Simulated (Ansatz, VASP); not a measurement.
# One calculation of Zr4F, two programs

```
Zr F
1.0
    -3.10394    3.10394    2.94577
     3.10394   -3.10394    2.94577
     3.10394    3.10394   -2.94577
Zr F
4 1
Cartesian
  1.5303 1.5303 0.0000
  1.5736 1.5736 2.9458
  1.5736 -1.5736 2.9458
  -1.5736 1.5736 2.9458
  0.0000 0.0000 2.9458
```

Alike in both runs: functional PBE; k mesh 4 × 4 × 4; occupations gaussian, width 0.1 eV; no spin polarisation.

Ansatz relaxed the structure, and its values are those at the end. VASP's run is a single point on that final structure, the one shown.

|  | VASP | Ansatz |
| --- | --- | --- |
| version | VASP 6.6.1 | Ansatz 0.2.0 |
| potentials or method | VASP PAW PBE potentials, release 64 (Zr_sv, F) | scalar-relativistic, plane waves, PAW |
| plane-wave cutoff (eV) | 520 | 420 |
| valence electrons in the cell | 55 | 55 |

VASP gave:

```
gap on the k mesh at the Fermi level (eV) : none
pressure (GPa)                            : -0.2
rms of the force components (eV/Å)        : 0.021
```

Task: What did Ansatz give for the same quantities?

Result: gap on the k mesh at the Fermi level (eV): none; pressure (GPa): -0.2; rms of the force components (eV/Å): 0.010.

A gap of «none» marks a metal or a gap that the smearing closes.

Caveats: the k mesh is coarse (spacing up to 0.37 Å⁻¹), so the values aren't converged; an odd number of electrons without spin polarisation forces a metal; a magnetic or distorted state may lie lower.
